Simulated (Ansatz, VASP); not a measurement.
# Zr2SNO (Zr2NOS MXene monolayer): VASP beside Ansatz

Wanted: the spread between two codes on one cell, functional and k mesh. The cell is taken from a series of runs on this material, whose earlier steps may have relaxed, scaled, displaced or heated it; both programs get it as it stands.

Program: Ansatz 0.2.0. Level of theory: plane waves, with VASP 6.6.1 beside it; single point at PBE with D3(BJ). Results are calculated unless marked as measured.

## Step 1: Set-up

The cell holds 5 atoms: 1 S, 2 Zr, 1 N and 1 O. Its edges and angles: a = 3.315 Å, b = 3.315 Å, c = 23.207 Å, α = 90.0°, β = 90.0°, γ = 120.0°. Vacuum lies along c.

Coordinates:

```cif
data_structure
_symmetry_space_group_name_H-M 'P 1'
_symmetry_Int_Tables_number 1
_cell_length_a 3.3149
_cell_length_b 3.3149
_cell_length_c 23.2070
_cell_angle_alpha 90.000
_cell_angle_beta 90.000
_cell_angle_gamma 120.000
_cell_volume 220.85
loop_
_atom_site_label
_atom_site_type_symbol
_atom_site_fract_x
_atom_site_fract_y
_atom_site_fract_z
_atom_site_occupancy
S1 S 0.33333 0.66667 0.38781 1
Zr2 Zr 0.66667 0.33333 0.45711 1
Zr3 Zr 0.33333 0.66667 0.57159 1
N4 N 0.00000 0.00000 0.51577 1
O5 O 0.66667 0.33333 0.61219 1
```

## Step 2: VASP: single point, PBE with D3(BJ)

A single point gives forces, pressure and levels at one fixed geometry, so differences don't come from the geometry; what else differs is listed under the comparison.

Lines of VASP's logs that name or quote its potential files are left out, and so is its time.

The input, INCAR:

```
SYSTEM = Zr2SNO
PREC = Accurate
ENCUT = 520
EDIFF = 1E-06
NELM = 120
ISMEAR = -1
SIGMA = 0.02585
LREAL = .FALSE.
ALGO = Normal
GGA = PE
IVDW = 12
NBANDS = 26
LASPH = .TRUE.
LORBIT = 11
LWAVE = .FALSE.
LCHARG = .FALSE.
ISIF = 2
LDIPOL = .TRUE.
IDIPOL = 3
DIPOL = 0.5 0.5 0.51
LVHAR = .TRUE.
GGA_COMPAT = .FALSE.
NELMDL = -8
KPAR = 2
```

The input, POSCAR:

```
Zr2SNO
1.0
    3.3149084825      0.0000000000      0.0000000000
   -1.6574542412      2.8707949571      0.0000000000
    0.0000000000      0.0000000000     23.2070283795
S Zr N O
1 2 1 1
Direct
    0.3333333333      0.6666666667      0.3878135474
    0.6666666666      0.3333333334      0.4571051785
    0.3333333333      0.6666666667      0.5715926823
    1.0000000000      0.0000000000      0.5157714705
    0.6666666666      0.3333333334      0.6121864526
```

The input, KPOINTS:

```
Automatic mesh
0
Gamma
18 18 1
0 0 0
```

The projector-augmented-wave data sets are S, Zr_sv, N and O (PBE family, release 64).

The run is started by

```sh
mpirun -np 2 vasp_std
```

Numbers of over 12 decimals in the logs are rounded to 6 here.

What it wrote:

```text
[banner, memory and clock lines left out]
running    2 mpi-ranks, on    1 nodes
 distrk:  each k-point on    1 cores,    2 groups
 distr:  one band on    1 cores,    1 groups

 POSCAR found type information on POSCAR S ZrN O
 POSCAR found :  4 types and       5 ions
 LDA part: xc-table for (Slater+PW92), standard interpolation
 POSCAR, INCAR and KPOINTS ok, starting setup
 FFT: planning ... GRIDC
 FFT: planning ... GRID_SOFT
 FFT: planning ... GRID
 WAVECAR not read
 entering main loop
       N       E                     dE             d eps       ncg     rms          rms(c)
DAV:   1     0.413824748725E+03    0.41382E+03   -0.20073E+04  2204   0.132E+03
DAV:   2    -0.384004731673E+01   -0.41766E+03   -0.41122E+03  2370   0.366E+02
DAV:   3    -0.490677853094E+02   -0.45228E+02   -0.44797E+02  2898   0.110E+02
DAV:   4    -0.518752726093E+02   -0.28075E+01   -0.28031E+01  3120   0.255E+01
DAV:   5    -0.520036160812E+02   -0.12834E+00   -0.12833E+00  2840   0.404E+00
DAV:   6    -0.520059727972E+02   -0.23567E-02   -0.23566E-02  2950   0.665E-01
DAV:   7    -0.520060372011E+02   -0.64404E-04   -0.64403E-04  2800   0.960E-02
DAV:   8    -0.520060389332E+02   -0.17321E-05   -0.17320E-05  2928   0.172E-02    0.300E+01
DAV:   9    -0.448650001474E+02    0.71410E+01   -0.43513E+01  2336   0.365E+01    0.134E+01
DAV:  10    -0.447070101240E+02    0.15799E+00   -0.44196E+00  2568   0.115E+01    0.708E+00
DAV:  11    -0.446604968092E+02    0.46513E-01   -0.52274E-01  2616   0.466E+00    0.931E-01
DAV:  12    -0.446520338436E+02    0.84630E-02   -0.14418E-01  3080   0.224E+00    0.812E-01
DAV:  13    -0.446487871983E+02    0.32466E-02   -0.24203E-02  2486   0.865E-01    0.434E-01
DAV:  14    -0.446470029108E+02    0.17843E-02   -0.11856E-02  2692   0.627E-01    0.123E-01
[...]
DAV:  21    -0.446471281477E+02   -0.95488E-04   -0.34622E-06  2088   0.928E-03    0.266E-03
DAV:  22    -0.446471837307E+02   -0.55583E-04   -0.42026E-06  1956   0.705E-03    0.144E-03
DAV:  23    -0.446472067237E+02   -0.22993E-04   -0.78790E-07  1682   0.365E-03    0.127E-03
DAV:  24    -0.446472145131E+02   -0.77894E-05   -0.25106E-07  1468   0.200E-03    0.563E-04
DAV:  25    -0.446472218795E+02   -0.73664E-05   -0.56251E-07  1672   0.233E-03    0.587E-04
DAV:  26    -0.446472245325E+02   -0.26530E-05   -0.14256E-07  1364   0.173E-03    0.191E-04
DAV:  27    -0.446472274985E+02   -0.29659E-05   -0.17722E-07  1512   0.123E-03    0.357E-04
DAV:  28    -0.446472281174E+02   -0.61894E-06   -0.20400E-08  1160   0.725E-04
   1 F= -.45993281E+02 E0= -.45990822E+02  d E =-.491911E-02
```

Parts of OUTCAR (step 2):

```text
ion  position               nearest neighbor table
   1  0.333  0.667  0.388-   2 2.50   2 2.50   2 2.50
   2  0.667  0.333  0.457-   4 2.35   4 2.35   4 2.35   1 2.50   1 2.50   1 2.50   3 3.27   3 3.27
                             3 3.27
   3  0.333  0.667  0.572-   5 2.13   5 2.13   5 2.13   4 2.31   4 2.31   4 2.31   2 3.27   2 3.27
                             2 3.27
   4  0.000  0.000  0.516-   3 2.31   3 2.31   3 2.31   2 2.35   2 2.35   2 2.35
   5  0.667  0.333  0.612-   3 2.13   3 2.13   3 2.13

  LATTYP: Found a hexagonal cell.
 ALAT       =     3.3149084825
 C/A-ratio  =     7.0008051510

 Subroutine GETGRP returns: Found  6 space group operations
 (whereof  6 operations were pure point group operations)

The static configuration has the point symmetry C_3v.

 Found     37 irreducible k-points:

   k-points           NKPTS =     37   k-points in BZ     NKDIM =     37   number of bands    NBANDS=     26

   dimension x,y,z NGX =    28 NGY =   28 NGZ =  180
   dimension x,y,z NGXF=    56 NGYF=   56 NGZF=  360

   ENCUT  =  520.0 eV  38.22 Ry    6.18 a.u.   6.16  6.16 43.15*2*pi/ulx,y,z

   NELECT =      41.0000    total number of electrons

 k-points in reciprocal lattice and weights: Automatic mesh
   0.00000000  0.00000000  0.00000000       0.003
   0.05555556  0.00000000  0.00000000       0.019
   0.11111111  0.00000000  0.00000000       0.019
   0.16666667 -0.00000000  0.00000000       0.019
   0.22222222 -0.00000000  0.00000000       0.019
   0.27777778 -0.00000000  0.00000000       0.019
   0.33333333 -0.00000000  0.00000000       0.019
   0.38888889 -0.00000000  0.00000000       0.019
   0.44444444 -0.00000000  0.00000000       0.019
[...]
0.33333333  0.27777778  0.00000000       0.037
   0.33333333  0.33333333  0.00000000       0.006

 dipolmoment           0.000000      0.000000     -0.057016 electrons x Angstroem

 average (electrostatic) potential at core
       1 -91.5889       2 -84.4379       3 -85.5447       4 -69.9790       5 -76.8565

 E-fermi :  -0.5731

 k-point     1 :       0.0000    0.0000    0.0000
  band No.  band energies     occupation
    ...
     16      -4.2532      2.00000
     17      -4.2532      2.00000
     18      -3.1483      2.00000
     19      -1.5390      2.00000
     20      -1.5390      2.00000
     21      -0.0537      0.00000
     22      -0.0537      0.00000
     23       0.0767      0.00000
     24       1.5795      0.00000
     25       1.6188      0.00000
    ...

 k-point     2 :       0.0556    0.0000    0.0000
  band No.  band energies     occupation
    ...
     16      -4.3961      2.00000
     17      -4.2702      2.00000
     18      -3.1249      2.00000
     19      -1.7184      2.00000
     20      -1.6202      2.00000
     21      -0.1234      0.00000
     22       0.0744      0.00000
     23       0.2081      0.00000
     24       1.4220      0.00000
     25       1.6406      0.00000
    ...

 k-point     3 :       0.1111    0.0000    0.0000
  band No.  band energies     occupation
    ...
     16      -4.6211      2.00000
     17      -4.3218      2.00000
     18      -3.2400      2.00000
     19      -2.0392      2.00000
     20      -1.7842      2.00000
     21      -0.3231      0.00013
     22       0.3617      0.00000
     23       0.4646      0.00000
     24       1.3719      0.00000
     25       1.7372      0.00000
    ...

 Edisp (eV)   -1.34605

  Total       0.06051     0.06051     0.01354     0.00000    -0.00000    -0.00000
  in kB       0.43900     0.43900     0.09820     0.00000    -0.00000    -0.00000
  external pressure =        0.33 kB  Pullay stress =        0.00 kB

  energy-cutoff  :      520.00
  volume of cell :      220.85
      direct lattice vectors                 reciprocal lattice vectors
     3.314908482  0.000000000  0.000000000     0.301667453  0.174167785  0.000000000
    -1.657454241  2.870794957  0.000000000     0.000000000  0.348335571  0.000000000
     0.000000000  0.000000000 23.207028379     0.000000000  0.000000000  0.043090394

 POSITION                                       TOTAL-FORCE (eV/Angst)
 -----------------------------------------------------------------------------------
     -0.00000      1.91386      9.00000        -0.000000      0.000000     -0.001706
      1.65745      0.95693     10.60805         0.000000     -0.000000     -0.016839
     -0.00000      1.91386     13.26497        -0.000000      0.000000     -0.005984
      0.00000      0.00000     11.96952         0.000000      0.000000     -0.002533
      1.65745      0.95693     14.20703         0.000000      0.000000      0.027063
 -----------------------------------------------------------------------------------
    total drift:                                0.000001     -0.000001     -0.000367

  FREE ENERGIE OF THE ION-ELECTRON SYSTEM (eV)
  ---------------------------------------------------
  free  energy   TOTEN  =       -45.9932813303 eV

  energy  without entropy=      -45.9883622171  energy(sigma->0) =      -45.99082177

 vacuum level on the upper side and lower side of the slab         4.013         5.098

 total charge
# of ion       s       p       d       tot
------------------------------------------
    1        1.357   2.406   0.000   3.763
    2        2.175   6.030   1.642   9.847
    3        2.169   6.042   1.495   9.707
    4        1.246   2.446   0.000   3.692
    5        1.567   3.468   0.000   5.036
--------------------------------------------------
tot          8.515  20.392   3.137  32.044

[... 3 further parts left out ...]
```

## Step 3: Ansatz: single point, PBE with D3(BJ)

Ansatz runs on its default PAW (the set named soft_2) files.

The same cell, functional, mesh and smearing now go to Ansatz, which takes its cutoff from its data sets.

The input, input.yaml:

```yaml
crystal:
  lattice:
    - [3.3149084825, 0.0, 0.0]
    - [-1.6574542412, 2.8707949571, 0.0]
    - [0.0, 0.0, 23.2070283795]
  atoms:
    - { symbol: S, position: [0.3333333333, 0.6666666667, 0.3878135474] }
    - { symbol: Zr, position: [0.6666666667, 0.3333333333, 0.4571051785] }
    - { symbol: "N", position: [0.0, 0.0, 0.5157714705] }
    - { symbol: Zr, position: [0.3333333333, 0.6666666667, 0.5715926823] }
    - { symbol: O, position: [0.6666666667, 0.3333333333, 0.6121864526] }
kpoints:
  mp_grid: { grid: [18, 18, 1] }
  band_path:
    path: [[0, 0, 0], [0.5, 0, 0], [0.33333333, 0.33333333, 0], [0, 0, 0]]
    npoints: 16
hamiltonian:
  xc: pbe
  dispersion: d3bj
scf:
  occupations: { method: fermi_dirac, width: 0.02585 }
  convergence: { dr2_threshold: 1.0e-10 }
efield:
  axis: 3
  dipole_correction: true
  ramp_position: 0.97
  ramp_width: 0.06
  amplitude: 0
output:
  dos: { projected: true, e_range: [-6, 5] }
  write_potential: true
  write_density: true
  volumetric_format: npy
  elf: true
```

The run is started by

```sh
ansatz run input.yaml --threads 2 --pin off --max-ram 3072MiB --backend cpu --events-out ev --progress --plain --runs-dir out
```

What it wrote:

```text
Engine: ansatz 0.2.0, x86_64-unknown-linux-gnu
Pseudopotentials: kind: paw
Pseudopotential: S, paw, valence charge 6, recommended cutoff 420 eV (normal), S.paw.azcp
Pseudopotential: Zr, paw, valence charge 12, recommended cutoff 420 eV (normal), Zr.paw.azcp
Pseudopotential: N, paw, valence charge 5, recommended cutoff 420 eV (normal), N.paw.azcp
Pseudopotential: O, paw, valence charge 6, recommended cutoff 420 eV (normal), O.paw.azcp
Functional definition: PBE
  parameter kappa = 0.804
  parameter beta = 0.066725
  exchange = pbe_x(kappa = kappa, mu = beta*pi^2/3)
  correlation = pbe_c(beta = beta)
Crystal: 5 atoms, lattice volume = 220.848 Å³
Basis set: ecut = 420 eV, 4397 PW (Γ)
Bands: 26, of which v1, the nominal top of the filled ones, is band 21 counted from 1 (20 counted from 0)
Symmetry: 6 space group operations
Space group: P3m1 (ITA 156), of the structure as read, at distance tolerance 6.0e-5 Å
k-points: 37 of 324 (time reversal used)
Non-local potential: S, projectors of the file, l = 0: 2, l = 1: 2, l = 2: 2
Non-local potential: Zr, projectors of the file, l = 0: 3, l = 1: 2, l = 2: 2, l = 3: 2
Non-local potential: N, projectors of the file, l = 0: 2, l = 1: 2, l = 2: 1
Non-local potential: O, projectors of the file, l = 0: 2, l = 1: 2, l = 2: 1
PAW form: soft (Blöchl's): semilocal exchange-correlation on the pseudo side does not see the compensation charge
PAW one-centre angular grid: S, 110 points (default); XC on 64 Gauss nodes
PAW one-centre angular grid: Zr, 590 points (default); XC on 64 Gauss nodes
PAW one-centre angular grid: N, 110 points (default); XC on 64 Gauss nodes
PAW one-centre angular grid: O, 110 points (default); XC on 64 Gauss nodes
Initial density: superposition of atomic densities (neutral atoms: chi_scale 0, normalization atom), corrected by the library's trained network
Initial wavefunctions: pseudopotential atomic-orbital guess
Functional: x = pbe(κ = 0.804, μ = 0.219515), c = pbe(β = 0.066725)
SCF iter   1: F=—  HF=-10230.171282 eV  |F-HF|=—  |Δ(HF+E_count)|=         —  Δρ=3.56e-3  dr2=7.36e-2  ethr=1.77e-3  p=0.085 e·Å  D=6.96e-2 V/Å  ΔV_dip=-1.61 eV  dr2_dipole=1.88e-2  V_vac-E_F(+/−)=4.57/6.19 eV  ⟨swp⟩=8.7  Hψ=5267  notcnv=0
efield: sawtooth ramp at fractional position 0.9700 (set: `efield.ramp_position`, or a place that a band, a saddle search or an elastic batch's reference lends), width 0.0600; the density the first Hamiltonian is built on has a dipole p = 0.085 e·Å; the dipole correction subtracts the counter field D = 6.96e-2 V/Å, which shifts the + side's vacuum level by -1.61 eV against the − side's; the planar-averaged density in the ramp window peaks in size at 1.1e-5 e/Å³
preconditioner: auto → LDOS  [metal: Δε(μ)=0.040 eV  Ē_g=9.049 eV  σ=0.026 eV  W_gap=0.37  n_scr=14 (ndim 8)  ℏωp=12.5 eV  f_vac=0.643  D(μ)=2.36/eV (n_scr^D=10)  β→1.0]
SCF iter   2: F=—  HF=-10230.163060 eV  |F-HF|=—  |Δ(HF+E_count)|=   8.22e-3  Δρ=2.31e-3  dr2=1.41e-2  ethr=1.80e-4  p=0.065 e·Å  D=5.33e-2 V/Å  ΔV_dip=-1.24 eV  dr2_dipole=9.78e-4  V_vac-E_F(+/−)=4.51/5.74 eV  ⟨swp⟩=2.6  Hψ=1801  notcnv=0  defer=32
SCF iter   3: F=—  HF=-10230.161795 eV  |F-HF|=—  |Δ(HF+E_count)|=   1.26e-3  Δρ=9.89e-4  dr2=3.64e-3  ethr=3.45e-5  p=0.063 e·Å  D=5.15e-2 V/Å  ΔV_dip=-1.19 eV  dr2_dipole=6.60e-4  V_vac-E_F(+/−)=4.55/5.74 eV  ⟨swp⟩=2.0  Hψ=1527  notcnv=0  defer=32
SCF iter   4: F=—  HF=-10230.161376 eV  |F-HF|=—  |Δ(HF+E_count)|=   4.19e-4  Δρ=3.07e-4  dr2=5.76e-4  ethr=8.88e-6  p=0.060 e·Å  D=4.96e-2 V/Å  ΔV_dip=-1.15 eV  dr2_dipole=1.57e-4  V_vac-E_F(+/−)=4.56/5.71 eV  ⟨swp⟩=2.0  Hψ=1310  notcnv=0  defer=32
SCF iter   5: F=—  HF=-10230.161325 eV  |F-HF|=—  |Δ(HF+E_count)|=   5.10e-5  Δρ=8.53e-5  dr2=6.84e-5  ethr=1.40e-6  p=0.059 e·Å  D=4.85e-2 V/Å  ΔV_dip=-1.13 eV  dr2_dipole=1.87e-5  V_vac-E_F(+/−)=4.57/5.69 eV  ⟨swp⟩=2.5  Hψ=1314  notcnv=0  defer=32
SCF iter   6: F=—  HF=-10230.161318 eV  |F-HF|=—  |Δ(HF+E_count)|=   7.23e-6  Δρ=2.39e-5  dr2=5.61e-6  ethr=1.67e-7  p=0.059 e·Å  D=4.81e-2 V/Å  ΔV_dip=-1.12 eV  dr2_dipole=1.20e-6  V_vac-E_F(+/−)=4.57/5.69 eV  ⟨swp⟩=2.3  Hψ=1260  notcnv=0  defer=32
SCF iter   7: F=—  HF=-10230.161320 eV  |F-HF|=—  |Δ(HF+E_count)|=   2.07e-6  Δρ=8.65e-6  dr2=4.52e-7  ethr=1.37e-8  p=0.059 e·Å  D=4.80e-2 V/Å  ΔV_dip=-1.11 eV  dr2_dipole=1.07e-8  V_vac-E_F(+/−)=4.57/5.69 eV  ⟨swp⟩=2.2  Hψ=1303  notcnv=0  defer=32
SCF iter   8: F=—  HF=-10230.161223 eV  |F-HF|=—  |Δ(HF+E_count)|=   9.67e-5  Δρ=2.86e-6  dr2=2.15e-8  ethr=1.10e-9  p=0.059 e·Å  D=4.80e-2 V/Å  ΔV_dip=-1.11 eV  dr2_dipole=9.75e-10  V_vac-E_F(+/−)=4.57/5.69 eV  ⟨swp⟩=2.1  Hψ=1351  notcnv=0  defer=32
SCF iter   9: F=—  HF=-10230.161223 eV  |F-HF|=—  |Δ(HF+E_count)|=   2.14e-8  Δρ=1.02e-6  dr2=3.48e-9  ethr=5.24e-11  p=0.059 e·Å  D=4.80e-2 V/Å  ΔV_dip=-1.11 eV  dr2_dipole=2.52e-10  V_vac-E_F(+/−)=4.57/5.69 eV  ⟨swp⟩=2.6  Hψ=1810  notcnv=0  defer=32
SCF iter  10: F=—  HF=-10230.161223 eV  |F-HF|=—  |Δ(HF+E_count)|=   3.48e-9  Δρ=3.16e-7  dr2=3.26e-10  ethr=8.48e-12  p=0.059 e·Å  D=4.80e-2 V/Å  ΔV_dip=-1.11 eV  dr2_dipole=1.79e-13  V_vac-E_F(+/−)=4.57/5.69 eV  ⟨swp⟩=2.1  Hψ=1520  notcnv=0  defer=32
SCF iter  11: F=-10230.161223 eV  HF=-10230.161223 eV  |F-HF|=1.64e-11  |Δ(HF+E_count)|=  7.57e-10  Δρ=7.82e-8  dr2=1.54e-11  ethr=1.00e-12  p=0.059 e·Å  D=4.80e-2 V/Å  ΔV_dip=-1.11 eV  dr2_dipole=3.94e-13  V_vac-E_F(+/−)=4.57/5.69 eV  ⟨swp⟩=9.4  Hψ=2967  notcnv=0
SCF 1 converged in 11 iterations: F = -10230.161223 eV  dr2 = 1.54e-11
  greatest PAW one-centre occupation: 0.996 electrons in one spin orbital (limit 2), on the Zr atom at site 1 (counted from 0), in its partial waves of l = 0
NSCF: frozen V_eff on 49 k-points
efield: sawtooth ramp at fractional position 0.9700 (kept from the solve that this one continues, or follows in the run), width 0.0600; the density the first Hamiltonian is built on has a dipole p = 0.059 e·Å; the dipole correction subtracts the counter field D = 4.80e-2 V/Å, which shifts the + side's vacuum level by -1.11 eV against the − side's; the planar-averaged density in the ramp window peaks in size at 2.2e-6 e/Å³
WARN: The output density's exchange-correlation potential varies sharply where the density is thin. Do not read a vacuum level from v_tot or v_xc, or from such a field of the output density. On a cell that repeats whose density bears no net charge and no dipole along the vacuum's axis use v_es (v_loc + v_h of the components); under efield.dipole_correction with no amplitude use v_es + v_field, which holds any externa [...]
SCF converged after 11 iterations
Free energy (F): -10230.161223 eV
Harris-Foulkes:  -10230.161223 eV  (|F-HF|=1.64e-11)
Internal energy: -10230.156295 eV  (E = F + TS)
E sigma→0 (E₀):  -10230.158759 eV
Entropy (-TS):   -0.004928 eV (-0.986 meV/atom)
Fermi energy:    0.784773 eV
Dipole field:    D = 0.048040 V/Å  (p = 0.058632 e·Å, saw-weighted, corrected)
Work function:   Φ+ = 4.5706 eV   Φ− = 5.6855 eV
Levels:          The Fermi level and band energies are counted from a zero that moves with the ramp; work functions are not
--- Per-component energies (eV) ---
  E_band       = -666.643763
  E_kinetic    = 1083.757409
  E_local      = -34756.254577  (includes V_loc(G=0)·N_el)
  E_nonlocal   = 276.795885
  E_hartree    = 16796.202059
  E_xc         = -558.334395
  E_vxc        = -645.108097  (∫ρ·V_xc dr)
  E_paw        = -6791.656039  (= ΣΔE_a)
  E_vpaw       = -217.772393  (= ΣTr[D̂ρ^β])
  E_aug_tail   = 0.002578  (compensation charges beyond the density's cutoff)
  E_efield     = 0.001408  (sawtooth field / dipole correction)
  E_vefield    = -0.469027  (∫n·V_field dr)
  E_ewald      = 13720.675585
  E_disp       = -1.346209  (pairwise vdW)
  E_smearing   = -0.004928  (= −TS)
  E_closure    = -0.000000  (closes the sum)
  Σ components = -10230.161223   (vs F -10230.161223, Δ=0.00e0)
--- Band table (eV; the first three rows and the last of 37) ---
  k-point 0: bands = [... 17 lower, -1.7900, -0.1829, -0.1829, 1.3034, 1.3034, 1.4349, 2.9326, 2.9726, ... 1 higher]
  k-point 1: bands = [... 17 lower, -1.7674, -0.3613, -0.2641, 1.2345, 1.4315, 1.5651, 2.7768, 2.9944, ... 1 higher]
  k-point 2: bands = [... 17 lower, -1.8842, -0.6796, -0.4283, 1.0347, 1.7187, 1.8209, 2.7277, 3.0908, ... 1 higher]
  k-point 36: bands = [... 17 lower, -3.3455, -2.2646, -1.9673, 1.8884, 2.0540, 2.8306, 3.5174, 3.8458, ... 1 higher]
```

## Step 4: Differences

Known differences besides the potentials themselves: the cutoff is 420 eV in Ansatz and 520 eV in VASP. Total energies have different zeros and are not compared.

Both answers:

| quantity | Ansatz | VASP | difference |
| --- | --- | --- | --- |
| work function, lower of the two faces (eV) | 4.57 | 4.59 | -0.02 |
| work function, higher of the two faces (eV) | 5.69 | 5.67 | +0.01 |

With vacuum in the cell, a pressure given here is an average over mostly empty space and none of the material.

## Step 5: Outcome

| Item | Value |
| --- | --- |
| difference in work function, lower of the two faces (single point, PBE with D3(BJ)) | -0.016 eV |

What this shows: The difference in work function, lower of the two faces is -0.016 eV (single point, PBE with D3(BJ)). Such differences can come from data sets, numerical settings and the points named under the comparisons, not from the functional's error against experiment.

[Lines on the potential files, build, host, timing and source positions are cut from VASP's logs without a mark.]

[Logs are printed without paths, hosts, clocks, repeated set-up lines and the standing remarks that a program may print on its own settings, such as how far it seeks lower states.]

[Hosts, paths, dates, database ids (printed as entryN), source tags and the programs' standing remarks are cut or masked in the printed files.]
